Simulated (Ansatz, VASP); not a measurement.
# NbB3 in two plane-wave programs, part 2 of 2

Wanted: the spread between two codes on one cell, functional and k mesh. The cell is generated by rule, not measured, and may not be a known phase. The cell is taken from a series of runs on this material, whose earlier steps may have relaxed, scaled, displaced or heated it; both programs get it as it stands.

VASP 6.6.1 and Ansatz 0.2.0.

So far: The starting structure; VASP: relaxation of cell and atoms, PBE with D3(BJ).

The structure was built from a prototype and need not be the compound's stable phase.

### 3. Ansatz: relaxation of cell and atoms, PBE with D3(BJ)

Level of this step: Ansatz beside VASP: Kohn-Sham DFT, plane waves, PBE with D3(BJ) (Ansatz).

Ansatz runs on its default PAW (the set named soft_2) files.

The same cell, functional, mesh and smearing now go to Ansatz, which takes its cutoff from its data sets.

input.yaml

```yaml
crystal:
  lattice:
    - [2.1167027445, -3.7828761726, 0.0]
    - [2.1167027445, 3.7828761726, 0.0]
    - [0.0, 0.0, 4.2841956815]
  atoms:
    - { symbol: Nb, position: [0.7422115759, 0.2577884241, 0.75] }
    - { symbol: Nb, position: [0.2577884241, 0.7422115759, 0.25] }
    - { symbol: B, position: [0.6023949469, 0.3976050531, 0.25] }
    - { symbol: B, position: [0.3976050531, 0.6023949469, 0.75] }
    - { symbol: B, position: [0.2065673982, 0.2065673982, 0.5] }
    - { symbol: B, position: [0.7934326018, 0.7934326018, 0.0] }
    - { symbol: B, position: [0.7934326018, 0.7934326018, 0.5] }
    - { symbol: B, position: [0.2065673982, 0.2065673982, 0.0] }
kpoints:
  mp_grid: { grid: [10, 10, 8] }
hamiltonian:
  xc: pbe
  dispersion: d3bj
scf:
  occupations: { method: methfessel_paxton, width: 0.2 }
output:
  forces: true
  stress: true
  eigenvalues: true
relax:
  adjacent_minimum: "off"
  f_tol: 0.001
  max_steps: 60
  cell: { stress_tol: 0.01 }
```

The run is started by

```console
$ ansatz run input.yaml --threads 8 --pin off --max-ram 14336MiB --backend cpu --events-out ev --progress --plain --runs-dir out
```

Numbers of over 12 decimals in the logs are rounded to 6 here.

The program printed:

```text
Engine: ansatz 0.2.0, x86_64-unknown-linux-gnu
Pseudopotentials: kind: paw
Pseudopotential: Nb, paw, valence charge 13, recommended cutoff 420 eV (normal), Nb.paw.azcp
Pseudopotential: B, paw, valence charge 3, recommended cutoff 420 eV (normal), B.paw.azcp
Functional definition: PBE
  parameter kappa = 0.804
  parameter beta = 0.066725
  exchange = pbe_x(kappa = kappa, mu = beta*pi^2/3)
  correlation = pbe_c(beta = beta)
Crystal: 8 atoms, lattice volume = 68.609 Å³
Basis set: ecut = 420 eV, 1325 PW (Γ), exchange–correlation on 60×60×60 points (8 copies of the dense FFT grid, shifted against one another)
Bands: 30, of which v1, the nominal top of the filled ones, is band 22 counted from 1 (21 counted from 0)
Symmetry: 8 space group operations
Space group: Cmcm (ITA 63), of the structure as read, at distance tolerance 4.1e-5 Å
k-points: 155 of 800
Non-local potential: Nb, projectors of the file, l = 0: 3, l = 1: 2, l = 2: 2, l = 3: 1
Non-local potential: B, projectors of the file, l = 0: 2, l = 1: 2, l = 2: 1
PAW form: soft (Blöchl's): semilocal exchange-correlation on the pseudo side does not see the compensation charge
PAW one-centre angular grid: Nb, 590 points (default); XC on 64 Gauss nodes
PAW one-centre angular grid: B, 110 points (default); XC on 64 Gauss nodes
Initial density: superposition of atomic densities (neutral atoms: chi_scale 0, normalization atom), corrected by the library's trained network
Initial wavefunctions: pseudopotential atomic-orbital guess
Functional: x = pbe(κ = 0.804, μ = 0.219515), c = pbe(β = 0.066725)
SCF iter   1: F=—  HF=-10044.770006 eV  |F-HF|=—  |Δ(HF+E_count)|=         —  Δρ=8.89e-3  dr2=7.12e-2  ethr=1.77e-3  ⟨swp⟩=5.3  Hψ=20253  notcnv=0
preconditioner: auto → Kerker (q_TF=auto, 2.534 Å⁻¹)  [metal: Δε(μ)=0.008 eV  Ē_g=8.944 eV  σ=0.200 eV  W_gap=0.03  n_scr=20 (ndim 8)  ℏωp=23.7 eV  f_vac=0.000  D(μ)=3.13/eV (n_scr^D=20)]
SCF iter   2: F=—  HF=-10044.760647 eV  |F-HF|=—  |Δ(HF+E_count)|=   9.36e-3  S|Δr|=    0.00e0  Δρ=5.00e-3  dr2=2.19e-2  ethr=1.62e-4  ⟨swp⟩=1.0  Hψ=5890  notcnv=0
SCF iter   3: F=—  HF=-10044.756517 eV  |F-HF|=—  |Δ(HF+E_count)|=   4.13e-3  S|Δr|=    0.00e0  Δρ=5.65e-4  dr2=2.09e-4  ethr=4.98e-5  ⟨swp⟩=2.1  Hψ=6032  notcnv=0
SCF iter   4: F=—  HF=-10044.756485 eV  |F-HF|=—  |Δ(HF+E_count)|=   3.21e-5  S|Δr|=    0.00e0  Δρ=1.01e-4  dr2=6.08e-6  ethr=4.76e-7  ⟨swp⟩=2.0  Hψ=6426  notcnv=0
SCF iter   5: F=—  HF=-10044.756495 eV  |F-HF|=—  |Δ(HF+E_count)|=   1.03e-5  S|Δr|=    0.00e0  Δρ=2.22e-5  dr2=4.12e-7  ethr=1.38e-8  ⟨swp⟩=2.8  Hψ=7658  notcnv=0
SCF iter   6: F=-10044.756495 eV  HF=-10044.756495 eV  |F-HF|=9.71e-10  |Δ(HF+E_count)|=   2.22e-8  S|Δr|=    0.00e0  Δρ=5.02e-6  dr2=1.68e-8  ethr=2.27e-10  ⟨swp⟩=8.8  Hψ=19275  notcnv=0
SCF 1 converged in 6 iterations: F = -10044.756495 eV  dr2 = 1.68e-8
  greatest PAW one-centre occupation: 0.998 electrons in one spin orbital (limit 2), on the Nb atom at site 1 (counted from 0), in its partial waves of l = 0
relax step   1: F+E_penalty+E_count = -10044.75649526 eV  Δ(F+E_penalty+E_count) = +0.000e0 eV  max|allowed force component| = 7.419e-4 eV/Å  Δτ_max = 0.0000 Å  P = +0.004 GPa  Ω = 68.609 Å³  (6 SCF iters, dr2 threshold 1.00e-7 eV, accepted)
Initial density: handed on by an earlier stage of this run
Initial wavefunctions: pseudopotential atomic-orbital guess (no wavefunctions were taken with the density)
iter 1 solved again at ethr=1.60e-8 eV; its pass at ethr=3.10e-3 eV (dr2=7.05e-6 eV) is discarded
SCF iter   1: F=—  HF=-10044.756486 eV  |F-HF|=—  |Δ(HF+E_count)|=         —  Δρ=5.13e-6  dr2=1.84e-8  ethr=1.60e-8  ⟨swp⟩=3.3  Hψ=34159  notcnv=0
preconditioner: auto → Kerker (q_TF=auto, 2.534 Å⁻¹)  [metal: Δε(μ)=0.003 eV  Ē_g=8.984 eV  σ=0.200 eV  W_gap=0.01  n_scr=20 (ndim 8)  ℏωp=23.7 eV  f_vac=0.000  D(μ)=3.09/eV (n_scr^D=20)]
SCF iter   2: F=—  HF=-10044.756495 eV  |F-HF|=—  |Δ(HF+E_count)|=   9.71e-6  S|Δr|=    0.00e0  Δρ=3.34e-6  dr2=7.62e-9  ethr=4.18e-11  ⟨swp⟩=2.0  Hψ=7318  notcnv=0
SCF iter   3: F=—  HF=-10044.756495 eV  |F-HF|=—  |Δ(HF+E_count)|=  8.49e-10  S|Δr|=    0.00e0  Δρ=6.02e-7  dr2=3.27e-10  ethr=1.73e-11  ⟨swp⟩=2.3  Hψ=6611  notcnv=0
SCF iter   4: F=—  HF=-10044.756495 eV  |F-HF|=—  |Δ(HF+E_count)|=  1.64e-11  S|Δr|=    0.00e0  Δρ=1.83e-7  dr2=1.88e-11  ethr=1.00e-12  ⟨swp⟩=2.3  Hψ=6476  notcnv=0
SCF iter   5: F=-10044.756495 eV  HF=-10044.756495 eV  |F-HF|=1.82e-12  |Δ(HF+E_count)|=  5.46e-12  S|Δr|=    0.00e0  Δρ=2.06e-8  dr2=1.91e-13  ethr=1.00e-12  ⟨swp⟩=5.7  Hψ=18869  notcnv=0
SCF 2 converged in 5 iterations: F = -10044.756495 eV  dr2 = 1.91e-13
relax step   2: F+E_penalty+E_count = -10044.75649526 eV  Δ(F+E_penalty+E_count) = -2.707e-9 eV  max|allowed force component| = 7.321e-4 eV/Å  Δτ_max = 0.0000 Å  P = +0.004 GPa  Ω = 68.609 Å³  stress off target by 7.76e-3 GPa  SCF on the basis re-selected at this cell (its energy is not comparable with the rows above)  (5 SCF iters)
basis re-selected at this cell: Δ(F+E_penalty+E_count) = -2.707e-9 eV, ΔP = -0.000 GPa vs the last step (what re-selecting the basis moved, of the pressure what is left beyond the Pulay correction that the steps carried, after the strain that the cell walked since its last selection, with what the two solves' SCF thresholds leave and, on support functions, any second-order correction that the steps lacked; it is no m [...]
SCF converged after 5 iterations
Stability not checked: this state was not tested for a lower state beside it, because cold or Methfessel-Paxton smearing, or corrected tetrahedra, fill the levels in a way that the test cannot read (fill_not_monotonic; see scf.lower_state_search)
Free energy (F): -10044.756495 eV
Harris-Foulkes:  -10044.756495 eV  (|F-HF|=1.82e-12)
Internal energy: -10044.745920 eV  (E = F + TS)
E sigma→0 (E₀):  -10044.753851 eV
Entropy (-TS):   -0.010576 eV (-1.322 meV/atom)
Fermi energy:    16.927545 eV
--- Per-component energies (eV) ---
  E_band       = -28.324065
  E_kinetic    = 1095.367762
  E_local      = -1560.860152  (includes V_loc(G=0)·N_el)
  E_nonlocal   = 304.779452
  E_hartree    = 513.339238
  E_xc         = -550.526446
  E_vxc        = -663.898626  (∫ρ·V_xc dr)
  E_paw        = -6617.909519  (= ΣΔE_a)
  E_vpaw       = -230.390980  (= ΣTr[D̂ρ^β])
  E_aug_tail   = 0.000001  (compensation charges beyond the density's cutoff)
  E_ewald      = -3225.787861
  E_disp       = -3.148394  (pairwise vdW)
  E_smearing   = -0.010576  (= −TS)
  E_closure    = -0.000000  (closes the sum)
  Σ components = -10044.756495   (vs F -10044.756495, Δ=0.00e0)
--- Forces (eV/Å), atoms counted from 1 ---
  atom   1  Nb    -0.00000000    -0.00073208     0.00000000
  atom   2  Nb     0.00000000     0.00073208     0.00000000
  atom   3  B     -0.00000000    -0.00009129     0.00000000
  atom   4  B      0.00000000     0.00009129     0.00000000
  atom   5  B     -0.00041522     0.00000000     0.00000000
  atom   6  B      0.00041522     0.00000000     0.00000000
  atom   7  B      0.00041522    -0.00000000     0.00000000
  atom   8  B     -0.00041522    -0.00000000    -0.00000000
  max |Σ_I F_I| component: 6.94e-17 eV/Å
--- Stress (GPa, compression-positive) ---
        0.001567      -0.000000       0.000000
       -0.000000       0.007763      -0.000000
        0.000000      -0.000000       0.002261
  P = ⅓ Tr σ = 0.0039 GPa (0.039 kbar)
--- Band table (eV; the first three rows and the last of 155) ---
  k-point 0: bands = [... 18 lower, 12.5308, 12.8854, 15.5378, 17.1286, 19.2583, 19.2612, 20.4891, 20.5264, ... 4 higher]
  k-point 1: bands = [... 18 lower, 12.8503, 12.9743, 15.3529, 17.6113, 18.3523, 19.2025, 20.3045, 20.5083, ... 4 higher]
  k-point 2: bands = [... 18 lower, 13.2296, 13.3571, 14.9952, 16.8928, 18.7129, 19.2750, 19.8488, 20.5555, ... 4 higher]
  k-point 154: bands = [... 18 lower, 13.9777, 13.9777, 16.0542, 16.0542, 16.7500, 16.7500, 17.1724, 17.1724, ... 4 higher]
--- Relaxed structure (1 steps of the walk, 1 accepted, 1 SCFs on fresh bases) ---
  F+E_penalty+E_count = -10044.75649526 eV   max|allowed force component| = 7.321e-4 eV/Å   (the final SCF, on the basis selected at the relaxed cell)
  cell:  # Å, volume = 68.6090 Å³
    - [2.1167027445, -3.7828761726, 0.0]
    - [2.1167027445, 3.7828761726, 0.0]
    - [0.0, 0.0, 4.2841956815]
  atoms:
    - { symbol: Nb, position: [0.7422115759, 0.2577884241, 0.750000] }
    - { symbol: Nb, position: [0.2577884241, 0.7422115759, 0.25] }
    - { symbol: B, position: [0.6023949469, 0.397605, 0.25] }
    - { symbol: B, position: [0.397605, 0.6023949469, 0.750000] }
    - { symbol: B, position: [0.2065673982, 0.2065673982, 0.5] }
    - { symbol: B, position: [0.7934326018, 0.7934326018, 0.0] }
    - { symbol: B, position: [0.7934326018, 0.7934326018, 0.5] }
    - { symbol: B, position: [0.2065673982, 0.2065673982, 0.0] }
```

In the SCF lines HF is the Harris–Foulkes energy and dr2 the Hartree energy of the density residual, in eV; the loop may stop once dr2 is under the threshold and the program's other checks hold. Hψ counts applications of the Hamiltonian.

### 4. Side by side

Known differences besides the potentials themselves: the cutoff is 420 eV in Ansatz and 500 eV in VASP; Ansatz adds a Pulay correction to the stress that steers its cell, VASP none. Total energies have different zeros and are not compared.

Both answers:

| quantity | Ansatz | VASP | difference |
| --- | --- | --- | --- |
| volume (Å³) | 68.61 | 68.54 | +0.10 % |
| edge a after relaxation, in the typed setting (Å) | 4.335 | 4.332 | +0.06 % |
| edge c after relaxation, in the typed setting (Å) | 4.284 | 4.283 | +0.02 % |

### 5. Outcome

```
difference in volume (relaxation of cell and atoms, PBE with D3(BJ)) : 0.10 %
```

The difference in volume is 0.10 % (relaxation of cell and atoms, PBE with D3(BJ)), within the 1.2 % picked in this series as the mark of a large difference, as far as the stopping tolerances let one tell. 1 further run of this series is not shown here. Such differences can come from data sets, numerical settings and the points named under the comparisons, not from the functional's error against experiment.

[Lines on the potential files, build, host, timing and source positions are cut from VASP's logs without a mark.]

[Logs are printed without paths, hosts, clocks, repeated set-up lines and the standing remarks that a program may print on its own settings, such as how far it seeks lower states.]

[Hosts, paths, dates, database ids (printed as entryN), source tags and the programs' standing remarks are cut or masked in the printed files.]
